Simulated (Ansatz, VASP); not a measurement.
# YAlSe3 in two plane-wave programs, part 2 of 2

One calculation is typed for both programs; each brings its own data sets. How far apart do they land? The cell is generated by rule, not measured, and may not be a known phase. The cell is taken from a series of runs on this material, whose earlier steps may have relaxed, scaled, displaced or heated it; both programs get it as it stands.

VASP 6.6.1 and Ansatz 0.2.0.

So far: The starting structure; Ansatz: zone-centre phonons, PBEsol; VASP: zone-centre phonons, PBEsol.

## Step 3: VASP: zone-centre phonons, PBEsol (continued)

Level of this step: PBEsol; plane waves and PAW (Y_sv, Al, Se); invented cell (VASP).

Numbers of over 12 decimals in the logs are rounded to 6 here.

Parts of OUTCAR (step 3):

```text
ion  position               nearest neighbor table
   1  0.000  0.000  0.000-   3 3.42   4 3.42   5 3.42   4 3.42   5 3.42   3 3.42   5 3.42   5 3.42
                             3 3.42   4 3.42   4 3.42   3 3.42
   2  0.500  0.500  0.500-   3 2.42   4 2.42   5 2.42   3 2.42   4 2.42   5 2.42
   3  0.500  0.500  0.000-   2 2.42   2 2.42   1 3.42   1 3.42   1 3.42   1 3.42
   4  0.500  0.000  0.500-   2 2.42   2 2.42   1 3.42   1 3.42   1 3.42   1 3.42
   5  0.000  0.500  0.500-   2 2.42   2 2.42   1 3.42   1 3.42   1 3.42   1 3.42

  LATTYP: Found a simple cubic cell.
 ALAT       =     4.8323304856

 Subroutine GETGRP returns: Found 48 space group operations
 (whereof 48 operations were pure point group operations)

The static configuration has the point symmetry O_h .

 Found     35 irreducible k-points:

   k-points           NKPTS =     35   k-points in BZ     NKDIM =     35   number of bands    NBANDS=     22

   dimension x,y,z NGX =    36 NGY =   36 NGZ =   36
   dimension x,y,z NGXF=    72 NGYF=   72 NGZF=   72

   ENCUT  =  500.0 eV  36.75 Ry    6.06 a.u.   8.81  8.81  8.81*2*pi/ulx,y,z

   NELECT =      32.0000    total number of electrons

 k-points in reciprocal lattice and weights: Automatic mesh
   0.00000000  0.00000000  0.00000000       0.002
   0.12500000  0.00000000  0.00000000       0.012
   0.25000000  0.00000000  0.00000000       0.012
   0.37500000  0.00000000  0.00000000       0.012
   0.50000000  0.00000000  0.00000000       0.006
   0.12500000  0.12500000  0.00000000       0.023
   0.25000000  0.12500000  0.00000000       0.047
   0.37500000  0.12500000  0.00000000       0.047
   0.50000000  0.12500000  0.00000000       0.023
[...]
0.50000000  0.50000000  0.37500000       0.012
   0.50000000  0.50000000  0.50000000       0.002

 average (electrostatic) potential at core
       1 -37.5124       2 -75.7276       3 -52.8836       4 -52.8836       5 -52.8836

  Total        0.1192371      0.1192371      0.1192371     -0.0000000     -0.0000000      0.0000000
  in kB        1.6929816      1.6929816      1.6929816     -0.0000000     -0.0000000      0.0000000
[...]
-----------------------------------------------------------------------------------
      0.00000      0.00000      0.00000         0.000000      0.000000      0.000000
      2.41617      2.41617      2.41617         0.000000      0.000000      0.000000
      2.41617      2.41617      0.00000         0.000000      0.000000      0.000000
      2.41617      0.00000      2.41617         0.000000      0.000000      0.000000
      0.00000      2.41617      2.41617         0.000000      0.000000      0.000000
 -----------------------------------------------------------------------------------
    total drift:                               -0.000000      0.000000      0.000000

 Eigenvectors and eigenvalues of the dynamical matrix
 ----------------------------------------------------

   1 f  =   10.435697 THz    65.569417 2PiTHz  348.097375 cm-1    43.158555 meV
             X         Y         Z           dx          dy          dz
      0.000000  0.000000  0.000000    -0.000736    0.000283   -0.000000
      2.416165  2.416165  2.416165     0.726031   -0.279308    0.000000
      2.416165  2.416165  0.000000     0.076454   -0.029412    0.000000
      2.416165  0.000000  2.416165     0.076454    0.221755    0.000000
      0.000000  2.416165  2.416165    -0.576428   -0.029412    0.000000

   2 f  =   10.435697 THz    65.569417 2PiTHz  348.097375 cm-1    43.158555 meV
             X         Y         Z           dx          dy          dz
      0.000000  0.000000  0.000000    -0.000283   -0.000736   -0.000000
      2.416165  2.416165  2.416165     0.279308    0.726031    0.000000
      2.416165  2.416165  0.000000     0.029412    0.076454   -0.000000
      2.416165  0.000000  2.416165     0.029412   -0.576428   -0.000000
      0.000000  2.416165  2.416165    -0.221755    0.076454    0.000000

   3 f  =   10.435697 THz    65.569417 2PiTHz  348.097375 cm-1    43.158555 meV
             X         Y         Z           dx          dy          dz
      0.000000  0.000000  0.000000     0.000000   -0.000000   -0.000789
      2.416165  2.416165  2.416165    -0.000000   -0.000000    0.777904
      2.416165  2.416165  0.000000    -0.000000   -0.000000   -0.617612
      2.416165  0.000000  2.416165    -0.000000    0.000000    0.081916
      0.000000  2.416165  2.416165     0.000000   -0.000000    0.081916

   4 f  =    1.682365 THz    10.570609 2PiTHz   56.117644 cm-1     6.957698 meV
             X         Y         Z           dx          dy          dz
      0.000000  0.000000  0.000000     0.074983    0.100845    0.333111
      2.416165  2.416165  2.416165    -0.117463   -0.157977   -0.521831
      2.416165  2.416165  0.000000     0.061607    0.082857   -0.585088
      2.416165  0.000000  2.416165     0.061607   -0.177128    0.273692
      0.000000  2.416165  2.416165    -0.131702    0.082857    0.273692

   5 f  =    1.682365 THz    10.570609 2PiTHz   56.117644 cm-1     6.957698 meV
             X         Y         Z           dx          dy          dz
      0.000000  0.000000  0.000000     0.120741   -0.327129    0.071856
      2.416165  2.416165  2.416165    -0.189145    0.512460   -0.112564
      2.416165  2.416165  0.000000     0.099203   -0.268777   -0.126210
      2.416165  0.000000  2.416165     0.099203    0.574581    0.059038
      0.000000  2.416165  2.416165    -0.212073   -0.268777    0.059038

   6 f  =    1.682365 THz    10.570609 2PiTHz   56.117644 cm-1     6.957698 meV
             X         Y         Z           dx          dy          dz
      0.000000  0.000000  0.000000    -0.326426   -0.097836    0.103096
      2.416165  2.416165  2.416165     0.511359    0.153263   -0.161504
      2.416165  2.416165  0.000000    -0.268200   -0.080384   -0.181082
      2.416165  0.000000  2.416165    -0.268200    0.171842    0.084706
      0.000000  2.416165  2.416165     0.573347   -0.080384    0.084706

   7 f/i=    0.009131 THz     0.057374 2PiTHz    0.304587 cm-1     0.037764 meV
             X         Y         Z           dx          dy          dz
      0.000000  0.000000  0.000000     0.348801   -0.358498   -0.000028
      2.416165  2.416165  2.416165     0.194946   -0.200365   -0.000016
      2.416165  2.416165  0.000000     0.328783   -0.337923   -0.000027
      2.416165  0.000000  2.416165     0.328783   -0.341549   -0.000026
      0.000000  2.416165  2.416165     0.332311   -0.337923   -0.000026

   8 f/i=    0.009131 THz     0.057374 2PiTHz    0.304587 cm-1     0.037764 meV
             X         Y         Z           dx          dy          dz
      0.000000  0.000000  0.000000     0.358476    0.348779    0.005538
      2.416165  2.416165  2.416165     0.200353    0.194934    0.003095
      2.416165  2.416165  0.000000     0.337903    0.328762    0.005276
      2.416165  0.000000  2.416165     0.337903    0.332290    0.005220
      0.000000  2.416165  2.416165     0.341529    0.328762    0.005220

   9 f/i=    0.009131 THz     0.057374 2PiTHz    0.304587 cm-1     0.037764 meV
             X         Y         Z           dx          dy          dz
      0.000000  0.000000  0.000000     0.003950    0.003882   -0.500152
      2.416165  2.416165  2.416165     0.002208    0.002170   -0.279536
      2.416165  2.416165  0.000000     0.003723    0.003659   -0.476507
      2.416165  0.000000  2.416165     0.003723    0.003698   -0.471448
      0.000000  2.416165  2.416165     0.003763    0.003659   -0.471448

  10 f/i=    3.201163 THz    20.113501 2PiTHz  106.779310 cm-1    13.238941 meV
             X         Y         Z           dx          dy          dz
      0.000000  0.000000  0.000000     0.000000    0.000000   -0.000000
      2.416165  2.416165  2.416165     0.000000   -0.000000   -0.000000
      2.416165  2.416165  0.000000    -0.705372    0.046653   -0.000000
      2.416165  0.000000  2.416165     0.705372   -0.000000    0.016566
      0.000000  2.416165  2.416165    -0.000000   -0.046653   -0.016566

  11 f/i=    3.201163 THz    20.113501 2PiTHz  106.779310 cm-1    13.238941 meV
             X         Y         Z           dx          dy          dz
      0.000000  0.000000  0.000000     0.000000   -0.000000   -0.000000
      2.416165  2.416165  2.416165    -0.000000   -0.000000   -0.000000
      2.416165  2.416165  0.000000     0.038112    0.360684   -0.000000
      2.416165  0.000000  2.416165    -0.038112   -0.000000    0.607004
      0.000000  2.416165  2.416165    -0.000000   -0.360684   -0.607004

  12 f/i=    3.201163 THz    20.113501 2PiTHz  106.779310 cm-1    13.238941 meV
             X         Y         Z           dx          dy          dz
      0.000000  0.000000  0.000000    -0.000000    0.000000   -0.000000
      2.416165  2.416165  2.416165     0.000000    0.000000    0.000000
      2.416165  2.416165  0.000000    -0.031598   -0.606408    0.000000
      2.416165  0.000000  2.416165     0.031598    0.000000    0.362314
      0.000000  2.416165  2.416165     0.000000    0.606408   -0.362314

  13 f/i=    3.777093 THz    23.732177 2PiTHz  125.990269 cm-1    15.620795 meV
             X         Y         Z           dx          dy          dz
      0.000000  0.000000  0.000000     0.602189   -0.510323    0.000713
      2.416165  2.416165  2.416165     0.057364   -0.048613    0.000068
      2.416165  2.416165  0.000000    -0.328518    0.278402   -0.000019
      2.416165  0.000000  2.416165    -0.328518    0.013273   -0.000389
      0.000000  2.416165  2.416165    -0.015662    0.278402   -0.000389

  14 f/i=    3.777093 THz    23.732177 2PiTHz  125.990269 cm-1    15.620795 meV
             X         Y         Z           dx          dy          dz
      0.000000  0.000000  0.000000    -0.510323   -0.602189   -0.000042
      2.416165  2.416165  2.416165    -0.048613   -0.057364   -0.000004
      2.416165  2.416165  0.000000     0.278402    0.328518    0.000001
      2.416165  0.000000  2.416165     0.278402    0.015662    0.000023
      0.000000  2.416165  2.416165     0.013273    0.328518    0.000023

  15 f/i=    3.777093 THz    23.732177 2PiTHz  125.990269 cm-1    15.620795 meV
             X         Y         Z           dx          dy          dz
      0.000000  0.000000  0.000000     0.000571   -0.000429   -0.789342
      2.416165  2.416165  2.416165     0.000054   -0.000041   -0.075192
      2.416165  2.416165  0.000000    -0.000311    0.000234    0.020530
      2.416165  0.000000  2.416165    -0.000311    0.000011    0.430618
      0.000000  2.416165  2.416165    -0.000015    0.000234    0.430618

 ELASTIC MODULI CONTR FROM IONIC RELAXATION (kBar)
 Direction    XX          YY          ZZ          XY          YZ          ZX
 --------------------------------------------------------------------------------
 XX           0.0000      0.0000      0.0000      0.0000      0.0000      0.0000
 YY           0.0000      0.0000      0.0000      0.0000      0.0000      0.0000
 ZZ           0.0000      0.0000      0.0000      0.0000      0.0000      0.0000
 XY           0.0000      0.0000      0.0000      0.0000      0.0000      0.0000
 YZ           0.0000      0.0000      0.0000      0.0000      0.0000      0.0000
 ZX           0.0000      0.0000      0.0000      0.0000      0.0000      0.0000
 --------------------------------------------------------------------------------
```

## Step 4: Differences

Known differences besides the potentials themselves: the data sets hold 62 valence electrons in Ansatz (on its PAW soft_1 files) and 32 in VASP; the cutoff is 420 eV in Ansatz and 500 eV in VASP; Ansatz makes its cores anew for this functional, VASP keeps those of its PBE data sets. Total energies have different zeros and are not compared.

The two programs side by side:

```
                                                   quantity  Ansatz    VASP  difference
optical mode 1 to 3 (imaginary, printed as negative) (cm⁻¹)  -126.4  -126.0        -0.4
optical mode 4 to 6 (imaginary, printed as negative) (cm⁻¹)  -107.0  -106.8        -0.2
                                 optical mode 7 to 9 (cm⁻¹)    56.3    56.1     +0.34 %
                               optical mode 10 to 12 (cm⁻¹)   345.9   348.1     -0.63 %
```

Modes are paired by rising frequency, not by their patterns, so a pair may set unlike modes beside each other; they are those without the splitting of longitudinal modes.

## Step 5: What came out

```yaml
r_m_s_difference_of_the_optical_zone_centre_modes_each_program_s_sorted_by_frequency_zone_centre_phonons_pbesol: 1.1 cm⁻¹
difference_in_optical_mode_10_to_12_zone_centre_phonons_pbesol: -0.6 %
```

The r.m.s. difference of the optical zone-centre modes, each program's sorted by frequency is 1.1 cm⁻¹ (zone-centre phonons, PBEsol). The data sets hold unlike numbers of valence electrons (62 in Ansatz and 32 in VASP), so part of the differences comes from the potentials. Among the rows given in per cent, the largest difference of the zone-centre phonons, PBEsol pair is in optical mode 10 to 12, -0.6 %. Such differences can come from data sets, numerical settings and the points named under the comparisons, not from the functional's error against experiment.

[Lines on the potential files, build, host, timing and source positions are cut from VASP's logs without a mark.]

[Logs are printed without paths, hosts, clocks, repeated set-up lines and the standing remarks that a program may print on its own settings, such as how far it seeks lower states.]

[Hosts, paths, dates, database ids (printed as entryN), source tags and the programs' standing remarks are cut or masked in the printed files.]
